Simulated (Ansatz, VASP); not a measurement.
Given: the input of a run of VASP 6.6.1 on AlSn.

INCAR

```
SYSTEM = AlSn
PREC = Accurate
ENCUT = 600
EDIFF = 1E-7
ISMEAR = -1
SIGMA = 0.05
LREAL = .False.
LASPH = .True.
NELM = 80
ALGO = Normal
ISIF = 3
LWAVE = .False.
LCHARG = .False.
GGA = RE
IVDW = 13
IBRION = 2
NSW = 60
EDIFFG = -0.01
```

KPOINTS

```
regular mesh
0
Gamma
  7 7 8
  0 0 0
```

The input POSCAR:

```
AlSn
1.0
    4.1981056157      0.0000000000      0.0000000000
   -2.0990528078      3.6356661109      0.0000000000
    0.0000000000      0.0000000000      3.3068470000
Sn Al
1 1
Direct
    0.3333333333      0.6666666667      0.5000000000
    0.0000000000      0.0000000000      0.0000000000
```

Potentials or basis: VASP PAW PBE potentials, release 64 (Sn_d, Al).

Run with:

```sh
$ cat potpaw_PBE.64/Sn_d/POTCAR potpaw_PBE.64/Al/POTCAR > POTCAR
$ mpirun -np 1 vasp_std > vasp.out
```

Q: Set up the same calculation for Ansatz 0.2.0. Potentials there: Ansatz PAW.

A: As run (the cutoff follows the program's own potentials):

Contents of input.yaml:

```yaml
crystal:
  lattice:
    - [4.1981056157, 0.0, 0.0]
    - [-2.0990528078, 3.6356661109, 0.0]
    - [0.0, 0.0, 3.306847]
  atoms:
    - { symbol: Sn, position: [0.3333333333, 0.6666666667, 0.5] }
    - { symbol: Al, position: [0.0, 0.0, 0.0] }
hamiltonian:
  xc: revpbe
  pseudopotentials: { kind: paw }
  dispersion: d4
kpoints:
  mp_grid: { grid: [7, 7, 8] }
scf:
  occupations: { method: fermi_dirac, width: 0.05 }
output:
  forces: true
  stress: true
  eigenvalues: true
relax:
  f_tol: 0.01
  max_steps: 40
  cell: { stress_tol: 0.05 }
```

Potentials or basis: Ansatz PAW.

Launch:

```console
$ ansatz run input.yaml --threads 2 --pin off --max-ram 5632MiB --backend cpu --events-out ev --progress --plain --runs-dir out
```

Both were run:

|  | VASP | Ansatz | Ansatz less VASP |
| --- | --- | --- | --- |
| gap on the k mesh at the Fermi level, each at its own relaxed structure (eV) | none | none | - |
| relaxed volume (Å³/atom) | 24.12 | 24.15 | +0.030 |
| relaxed cell length with the largest relative difference (Å) | 4.118 | 4.121 | +0.0024 |
| energy change over the relaxation (meV/atom) | -8 | -8 | +0.4 |

A gap of «none» marks a metal or a gap that the smearing closes.

Caveats: pairwise dispersion overbinds metals, which lowers pressure and volume; the PAW data sets were made with another functional, which shifts forces and pressure a little (VASP); the plane-wave basis is chosen anew once the cell has moved, so the energies of steps on either side of that aren't comparable (Ansatz); the PAW data sets come from PBE, with cores solved anew for the run's functional, which leaves a small shift of forces and pressure (Ansatz).
